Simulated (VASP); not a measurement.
# Ga2SnO (I-42d) in VASP: single point with r2SCAN

Aim: the single point of Ga2SnO with r2SCAN.

All numbers are computed with VASP 6.6.1; they aren't measurements. Logs are shortened: lines on timing, memory, paths and dates and some standing lists are left out, and cuts for length are marked.

## (1) The crystal as given

The structure is tetragonal, space group I-42d (No. 122). Conventional cell: a = 5.398 Å, b = 5.398 Å, c = 11.093 Å, α = 90.00°, β = 90.00°, γ = 90.00°. Ga (site symmetry 2) has 2 O at 2.11 Å as nearest neighbours. Sn (site symmetry -4) has 4 Ga at 2.68 Å as nearest neighbours. O (site symmetry -4) is surrounded by 4 Ga at 2.11 Å.

The cell was built by a generator and needn't be a form met in nature.

## (2) Single point, r2SCAN

INCAR

```
ALGO = Normal
EDIFF = 1E-6
ENCUT = 520
ISIF = 2
ISMEAR = 0
KPAR = 8
LASPH = True
LCHARG = False
LMIXTAU = True
LREAL = False
LWAVE = False
METAGGA = R2SCAN
NELM = 150
PREC = Accurate
SIGMA = 0.1
```

KPOINTS

```
k-points
0
Gamma
  8 8 8
```

POSCAR

```
Ga2SnO
1.0
   -2.6992300000      2.6992300000      5.5465300000
    2.6992300000     -2.6992300000      5.5465300000
    2.6992300000      2.6992300000     -5.5465300000
Ga Sn O
4 2 2
Direct
    0.5324130000      0.6250000000      0.4074130000
    0.8750000000      0.4675870000      0.0925870000
    0.3750000000      0.7824130000      0.9074130000
    0.2175870000      0.1250000000      0.5925870000
    0.7500000000      0.2500000000      0.5000000000
    0.0000000000      0.0000000000      0.0000000000
    0.5000000000      0.5000000000      0.0000000000
    0.2500000000      0.7500000000      0.5000000000
```

Potentials or basis: VASP PAW PBE potentials, release 64 (Ga_d, Sn_d, O).

Run with:

```sh
> cat potpaw_PBE.64/Ga_d/POTCAR potpaw_PBE.64/Sn_d/POTCAR potpaw_PBE.64/O/POTCAR > POTCAR
> mpirun -np 8 vasp_std > vasp.out
```

OUTCAR:

```text
EDIFF = 1E-6
   ENCUT = 520
   ISIF = 2
   ISMEAR = 0
   LASPH = True
   LREAL = False
   METAGGA = R2SCAN
   NELM = 150
   PREC = Accurate

 ion  position               nearest neighbor table
   1  0.532  0.625  0.407-   7 2.11   8 2.11   6 2.68   5 2.68
   2  0.875  0.468  0.093-   7 2.11   8 2.11   6 2.68   5 2.68
   3  0.375  0.782  0.907-   7 2.11   8 2.11   5 2.68   6 2.68
   4  0.218  0.125  0.593-   7 2.11   8 2.11   5 2.68   6 2.68
   5  0.750  0.250  0.500-   2 2.68   1 2.68   4 2.68   3 2.68
   6  0.000  0.000  0.000-   4 2.68   2 2.68   3 2.68   1 2.68
   7  0.500  0.500  0.000-   1 2.11   3 2.11   2 2.11   4 2.11
   8  0.250  0.750  0.500-   1 2.11   3 2.11   2 2.11   4 2.11

  LATTYP: Found a body centered tetragonal cell.
 ALAT       =     5.3984600000
 C/A-ratio  =     2.0548563850

  Lattice vectors:

 A1 = (  -2.6992300000,   2.6992300000,   5.5465300000)
 A2 = (   2.6992300000,  -2.6992300000,   5.5465300000)
 A3 = (   2.6992300000,   2.6992300000,  -5.5465300000)

Analysis of symmetry for initial positions (statically):
=====================================================================
 Subroutine PRICEL returns:
 Original cell was already a primitive cell.

 Routine SETGRP: Setting up the symmetry group for a
 body centered tetragonal supercell.

 Subroutine GETGRP returns: Found  8 space group operations
 (whereof  4 operations were pure point group operations)
 out of a pool of 16 trial point group operations.

The static configuration has the point symmetry S_4 .
 The point group associated with its full space group is D_2d.

Analysis of symmetry for dynamics (positions and initial velocities):
=====================================================================
 Subroutine PRICEL returns:
 Original cell was already a primitive cell.

 Routine SETGRP: Setting up the symmetry group for a
 body centered tetragonal supercell.

 Subroutine GETGRP returns: Found  8 space group operations
 (whereof  4 operations were pure point group operations)
 out of a pool of 16 trial point group operations.

The dynamic configuration has the point symmetry S_4 .
 The point group associated with its full space group is D_2d.

 Subroutine INISYM returns: Found  8 space group operations
 (whereof  4 operations are pure point group operations),
 and found     1 'primitive' translations

----------------------------------------------------------------------------------------

                                     Primitive cell

  volume of cell :     161.6446

  direct lattice vectors                    reciprocal lattice vectors
    -2.699230000  2.699230000  5.546530000     0.000000000  0.185238012  0.090146452
     2.699230000 -2.699230000  5.546530000     0.185238012  0.000000000  0.090146452
     2.699230000  2.699230000 -5.546530000     0.185238012  0.185238012  0.000000000

  length of vectors
     6.733177573  6.733177573  6.733177573     0.206008505  0.206008505  0.261966109

  position of ions in fractional coordinates (direct lattice)
     0.532413000  0.625000000  0.407413000
     0.875000000  0.467587000  0.092587000
     0.375000000  0.782413000  0.907413000
     0.217587000  0.125000000  0.592587000
     0.750000000  0.250000000  0.500000000
     0.000000000  0.000000000  0.000000000
     0.500000000  0.500000000  0.000000000
     0.250000000  0.750000000  0.500000000

  ion indices of the primitive-cell ions
   primitive index   ion index
                 1           1
                 2           2
                 3           3
                 4           4
                 5           5
                 6           6
                 7           7
                 8           8

----------------------------------------------------------------------------------------

 KPOINTS: k-points

Automatic generation of k-mesh.
 Grid dimensions read from file:
 generate k-points for:    8    8    8

 Generating k-lattice:

  Cartesian coordinates                     Fractional coordinates (reciprocal lattice)
     0.000000000  0.023154752  0.011268306     0.125000000  0.000000000  0.000000000
     0.023154752  0.000000000  0.011268306     0.000000000  0.125000000  0.000000000
     0.023154752  0.023154752  0.000000000     0.000000000  0.000000000  0.125000000

  Length of vectors
     0.025751063  0.025751063  0.032745764

  Shift w.r.t. Gamma in fractional coordinates (k-lattice)
     0.000000000  0.000000000  0.000000000

 Subroutine IBZKPT returns following result:
 ===========================================

 Found     59 irreducible k-points:

 Following reciprocal coordinates:
            Coordinates               Weight
  0.000000  0.000000  0.000000      1.000000
  0.125000  0.000000  0.000000      8.000000
  0.250000  0.000000  0.000000      8.000000
  0.375000 -0.000000  0.000000      8.000000
  0.500000  0.000000  0.000000      4.000000
  0.125000  0.125000  0.000000      8.000000
[... 16 lines left out ...]
  0.250000  0.125000  0.125000     16.000000
  0.375000  0.125000  0.125000      8.000000
 [... further k-points ...]
   k-points           NKPTS =     59   k-points in BZ     NKDIM =     59   number of bands    NBANDS=     55
   number of dos      NEDOS =    301   number of ions     NIONS =      8
   total plane-waves  NPLWV = 125000
   dimension x,y,z NGX =    50 NGY =   50 NGZ =   50
   dimension x,y,z NGXF=   100 NGYF=  100 NGZF=  100
   ions per type =               4   2   2
   NGX,Y,Z   is equivalent  to a cutoff of  12.35, 12.35, 12.35 a.u.
   NGXF,Y,Z  is equivalent  to a cutoff of  24.69, 24.69, 24.69 a.u.
 SYSTEM =  unknown system
   PREC   = accura    normal or accurate (medium, high low for compatibility)
   ISTART =      0    job   : 0-new  1-cont  2-samecut
   ICHARG =      2    charge: 1-file 2-atom 10-const
   ISPIN  =      1    spin polarized calculation?
   LNONCOLLINEAR =      F non collinear calculations
   LSORBIT =      F    spin-orbit coupling
   LASPH  =      T    aspherical Exc in radial PAW
   ENCUT  =  520.0 eV  38.22 Ry    6.18 a.u.  12.52 12.52 12.52*2*pi/ulx,y,z
   NELM   =    150;   NELMIN=  2; NELMDL= -5     # of ELM steps
   EDIFF  = 0.1E-05   stopping-criterion for ELM
   LREAL  =      F    real-space projection
   EDIFFG = 0.1E-04   stopping-criterion for IOM
   NSW    =      0    number of steps for IOM
   IBRION =     -1    ionic relax: 0-MD 1-quasi-New 2-CG
   NFREE  =      0    steps in history (QN), initial steepest desc. (CG)
   ISIF   =      2    stress and relaxation
   ISYM   =      2    0-nonsym 1-usesym 2-fastsym
   POTIM  = 0.5000    time-step for ionic-motion
   TEBEG  =    0.0;   TEEND  =   0.0 temperature during run
   PSTRESS=    0.0 pullay stress
   NELECT =      92.0000    total number of electrons
   NUPDOWN=      -1.0000    fix difference up-down
   EMIN   =  10.00;   EMAX   =-10.00  energy-range for DOS
   EFERMI =   0.00;   METHOD = LEGACY
   ISMEAR =     0;   SIGMA  =   0.10  broadening in eV -4-tet -1-fermi 0-gaus
   EFERMI_NEDOS =   21; number of points for ismear=-14 and -15
   IALGO  =     38    algorithm
   IMIX   =      4    mixing-type and parameters
     AMIX     =   0.40;   BMIX     =  1.00
     AMIX_MAG =   1.60;   BMIX_MAG =  1.00
  volume/ion in A,a.u.               =      20.21       136.35
  Fermi-wavevector in a.u.,A,eV,Ry     =   1.356700  2.563791 25.043347  1.840634
  Thomas-Fermi vector in A             =   2.483681
   LORBIT       =      0    0 simple, 1 ext, 2 COOP (PROOUT), +10 PAW based schemes
   METAGGA = R2SCAN    functional components
   LHFCALC =     F    Hartree Fock is set to
   AEXX    =    0.0000 exact exchange contribution
   IVDW    =     0    specifies the selected vdW correction
   LEPSILON=     F    determine dielectric tensor
   LRPA    =     F    only Hartree local field effects (RPA)
 non-spin polarized calculation
 Gauss-broadening in eV      SIGMA  =   0.10
  energy-cutoff  :      520.00
  volume of cell :      161.64
 maximum number of plane-waves:      4382
   NGX = 25   NGY = 25   NGZ = 25

 number of electron      91.9999978 magnetization

 Free energy of the ion-electron system (eV)
  ---------------------------------------------------
  ext. energy  EPLUGINS =         0.00000000
  ---------------------------------------------------
  free energy    TOTEN  =      -111.09576721 eV

  energy without entropy =     -111.09261570  energy(sigma->0) =     -111.09419145

 E-fermi :   5.3004     XC(G=0): -10.8318

 val. band max:        5.2149588985   @ k =  -0.2500   0.2500   0.1250
 cond. band min:       5.3659438641   @ k =   0.1250   0.1250   0.1250
 fundamental gap:      0.1509849656
 Fermi energy:         5.3003965831

 k-point     1 :       0.0000    0.0000    0.0000
  band No.  band energies     occupation
      1     -16.5814      2.00000
      2     -16.5813      2.00000
      3     -16.5564      2.00000
      4     -16.5512      2.00000
      5     -16.5512      2.00000
      6     -16.5479      2.00000
[... 47 lines left out ...]
     54      10.4670      0.00000
     55      10.8704      0.00000

 k-point     2 :       0.1250    0.0000    0.0000
  band No.  band energies     occupation
      1     -16.5819      2.00000
      2     -16.5806      2.00000
      3     -16.5561      2.00000
      4     -16.5529      2.00000
      5     -16.5510      2.00000
      6     -16.5473      2.00000
[... 47 lines left out ...]
     54       9.9828      0.00000
     55      10.2332      0.00000

 k-point     3 :       0.2500    0.0000    0.0000
  band No.  band energies     occupation
      1     -16.5833      2.00000
      2     -16.5783      2.00000
      3     -16.5573      2.00000
      4     -16.5557      2.00000
      5     -16.5501      2.00000
      6     -16.5459      2.00000
[... 1152 lines left out ...]
 k-point    23 :       0.2500    0.1250    0.1250
  band No.  band energies     occupation
      1     -16.5805      2.00000
      2     -16.5754      2.00000
      3     -16.5634      2.00000
      4     -16.5582      2.00000
      5     -16.5514      2.00000
      6     -16.5476      2.00000
[... 47 lines left out ...]
     54      10.2157      0.00000
     55      10.6639      0.00000

 k-point    24 :       0.3750    0.1250    0.1250
  band No.  band energies     occupation
      1     -16.5809      2.00000
      2     -16.5720      2.00000
      3     -16.5674      2.00000
      4     -16.5583      2.00000
      5     -16.5501      2.00000
      6     -16.5487      2.00000
[... 47 lines left out ...]
     54      10.0541      0.00000
     55      11.0540      0.00000

 [... further k-points ...]

------------------------ aborting loop because EDIFF is reached ----------------------------------------

  FORCE on cell =-STRESS in cart. coord.  units (eV):
  Direction    XX          YY          ZZ          XY          YZ          ZX
  --------------------------------------------------------------------------------------
  -------------------------------------------------------------------------------------
  Total       -3.4033025     -3.4033025     -2.9145430      0.0000000      0.0000000      0.0000000
  in kB      -33.7326133    -33.7326133    -28.8881619      0.0000000      0.0000000      0.0000000
  external PRESSURE =     -32.1177962 kB  Pullay stress =       0.0000000 kB

 VOLUME and BASIS-vectors are now :
 -----------------------------------------------------------------------------
  energy-cutoff  :      520.00
  volume of cell :      161.64
      direct lattice vectors                 reciprocal lattice vectors
    -2.699230000  2.699230000  5.546530000     0.000000000  0.185238012  0.090146452
     2.699230000 -2.699230000  5.546530000     0.185238012  0.000000000  0.090146452
     2.699230000  2.699230000 -5.546530000     0.185238012  0.185238012  0.000000000

 POSITION                                       TOTAL-FORCE (eV/Angst)
 -----------------------------------------------------------------------------------
      1.34962      0.84979      4.15990        -0.000000      0.107927      0.000000
     -0.84979      1.34962      6.93316        -0.107927     -0.000000     -0.000000
      3.54902      1.34962      1.38663         0.107927     -0.000000      0.000000
      1.34962      1.84944     -1.38663         0.000000     -0.107927     -0.000000
      0.00000      2.69923      2.77326         0.000000     -0.000000     -0.000000
      0.00000      0.00000      0.00000         0.000000     -0.000000     -0.000000
      0.00000      0.00000      5.54653         0.000000     -0.000000     -0.000000
      2.69923      0.00000      2.77326        -0.000000     -0.000000      0.000000
 -----------------------------------------------------------------------------------
    total drift:                               -0.001013     -0.001013     -0.000703

  FREE ENERGIE OF THE ION-ELECTRON SYSTEM (eV)
  ---------------------------------------------------
  free  energy   TOTEN  =      -111.0957672086 eV

  energy  without entropy=     -111.0926156954  energy(sigma->0) =     -111.09419145
```

It took 5.9 min on 8 MPI ranks of Intel Xeon Platinum 8559C (Emerald Rapids), shared host; peak memory 0.67 GiB.

What came out:

```yaml
Free_energy: -111.0958 eV
Pressure: -3.2 GPa
Largest_force: 0.108 eV/Å
Band_gap_on_the_k_mesh: none (metal or under the smearing width)
```

Forces on the atoms (eV/Å):
```
Ga   0.000  0.108  0.000
Ga  -0.108  0.000  0.000
Ga   0.108  0.000  0.000
Ga   0.000 -0.108  0.000
Sn   0.000  0.000  0.000
Sn   0.000  0.000  0.000
O    0.000  0.000  0.000
O    0.000  0.000  0.000
```

Stress tensor (GPa, compression positive):
```
-3.37  0.00  0.00
 0.00 -3.37  0.00
 0.00  0.00 -2.89
```

Caveat: the PAW data sets were made with another functional, which shifts forces and pressure a little.
